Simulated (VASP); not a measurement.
The system is MgTi2N2.

```xyz
5
Lattice="3.1000 0.0000 0.0000 -1.5500 2.6847 0.0000 0.0000 0.0000 7.5700" Properties=species:S:1:pos:R:3 pbc="T T T"
Mg    0.0000    0.0000    0.0000
Ti    0.0000    1.7898    2.4981
Ti    1.5500    0.8949    5.0719
N     1.5500    0.8949    1.2491
N     0.0000    1.7898    6.3209
```

The cell was built by a generator and needn't be a form met in nature.

- Program: VASP 6.6.1
- Task: relaxation of cell and atoms
- Functional: PBE
- Potentials or basis: VASP PAW PBE potentials, release 64 (Mg, Ti_sv, N)
- Cutoff: 520 eV
- k mesh: 5 × 5 × 2
- Occupations: gaussian, width 0.15 eV
- Spin: no spin polarisation

At the start: pressure -13.0 GPa; volume 12.60 Å³/atom.

Where does the relaxation end?

Over 10 steps the energy falls by 136.6 meV/atom and the volume is 11.87 Å³/atom (-5.8 %); space group P-3m1 (No. 164, to 0.05 Å).

Step by step:
```csv
step,energy change (eV),largest force (eV/Å),pressure (GPa),volume (Å³)
1,0.0000,2.8227,-13.04,63.00
2,-0.2425,1.8397,23.15,54.11
3,-0.5873,0.9709,2.88,57.70
4,-0.5874,0.8660,4.49,57.49
5,-0.6689,0.2297,0.86,59.23
6,-0.6739,0.2537,-0.19,59.78
7,-0.6800,0.1048,-0.77,59.72
8,-0.6814,0.1236,-1.01,59.67
9,-0.6821,0.0107,0.62,59.07
10,-0.6828,0.0399,0.34,59.34
```

Final structure:
```
CELL_PARAMETERS angstrom
3.05306 0.00000 0.00000
-1.52653 2.64403 0.00000
0.00000 0.00000 7.35159
ATOMIC_POSITIONS crystal
Mg 0.00000 0.00000 0.00000
Ti 0.33333 0.66667 0.32571
Ti 0.66667 0.33333 0.67429
N 0.66667 0.33333 0.18607
N 0.33333 0.66667 0.81393
```

Caveat: the k mesh is coarse (spacing up to 0.47 Å⁻¹), so the values aren't converged.
